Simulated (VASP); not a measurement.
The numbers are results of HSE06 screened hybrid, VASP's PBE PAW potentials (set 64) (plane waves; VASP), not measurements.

VASP input:

### INCAR
```
SYSTEM = C
PREC = Accurate
ENCUT = 400
EDIFF = 1E-6
NELM = 100
ALGO = Normal
LREAL = .FALSE.
LASPH = .TRUE.
ISMEAR = 0
SIGMA = 0.01
GGA = PE
HFSCREEN = 0.2
AEXX = 0.25
LHFCALC = .TRUE.
PRECFOCK = Fast
ISYM = 3
LWAVE = .FALSE.
LCHARG = .FALSE.
ISIF = 2
```

POSCAR:
```
C
1.0
  0.0000000000   1.7803750000   1.7803750000
  1.7803750000   0.0000000000   1.7803750000
  1.7803750000   1.7803750000   0.0000000000
C
2
Cartesian
  1.7805441356   1.7735686264   1.7996529005
  2.6703933644   2.6773688736   2.6512845995
```

**KPOINTS**
```
Automatic
0
Gamma
9 9 9
0 0 0
```

POTCAR, in this order: C (PBE.64 set). Program: vasp_std.

Problem. What will the output report for the number of irreducible k-points (NKPTS), largest plane-wave count, number of space-group operations, FFT grid (NGX, NGY, NGZ)?

Solution. 
The number of irreducible k-points (NKPTS) is 365. The largest plane-wave count is 212 and the number of space-group operations is 2. The FFT grid (NGX, NGY, NGZ) is 16 × 16 × 16.

The structure comes from a computed database's C entry; how it stands against other phases isn't given here. The cell was not relaxed at this level, atoms are displaced from their ideal sites.
